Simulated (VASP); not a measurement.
Consider the following.

```yaml
crystal:
  lattice:
    - [2.17219, 0.00000, 0.00000]
    - [0.00000, 2.17219, 0.00000]
    - [0.00000, 0.00000, 2.17219]
  atoms:
    - { symbol: Be, position: [0.00000, 0.00000, 0.00000] }
```

Computed with r2SCAN meta-GGA, VASP's PBE PAW potentials (set 64) (plane waves; VASP). Settings: 400 eV cut-off, 19×19×19 Γ-centred mesh, tetrahedra with Blöchl corrections, potentials Be.

What does the run give for the energy per atom (σ→0), band gap (over mesh and band path) with the smallest direct gap where there is one?

```yaml
band gap (over mesh and band path): none (metal, semimetal or under 0.01 eV)
energy per atom (σ→0): -3.281 eV/atom
```

Total energies compare only between runs with the same potentials, cut-off and functional.

The structure was generated: Be was put into the simple-cubic type (Pm-3m), which need not be its known phase. It was relaxed first, which changed the volume by +12 %.
